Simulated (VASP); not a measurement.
CO, in a box:

```
C O
1.0
    11.46642    0.00000    0.00000
     0.00000   11.96642    0.00000
     0.00000    0.00000   12.46642
C O
1 1
Direct
  0.52198 0.51620 0.46124
  0.47738 0.49181 0.53989
```

Base run:

| Item | Value |
| --- | --- |
| Program | VASP 6.6.1 |
| Functional | PBEsol |
| Potentials or basis | VASP PAW PBE potentials, release 64 (C, O) |
| Cutoff | 400 eV |
| k mesh | 1 × 1 × 1 |
| Occupations | gaussian, width 0.01 eV |
| Spin | no spin polarisation |

Its results: gap between the frontier levels 6.87 eV; largest force 0.211 eV/Å.

Problem. The run is repeated on the same cell with these changes: functional from PBEsol to r2SCAN; dispersion from none to rVV10. What comes out?

Solution. Gap between the frontier levels 7.69 eV; largest force 1.013 eV/Å.

Several settings changed at once, so the effect can't be laid on one alone.

Caveats: the standard files for N, O and F lose accuracy on very short bonds; the PAW data sets were made with another functional, which shifts forces and pressure a little.

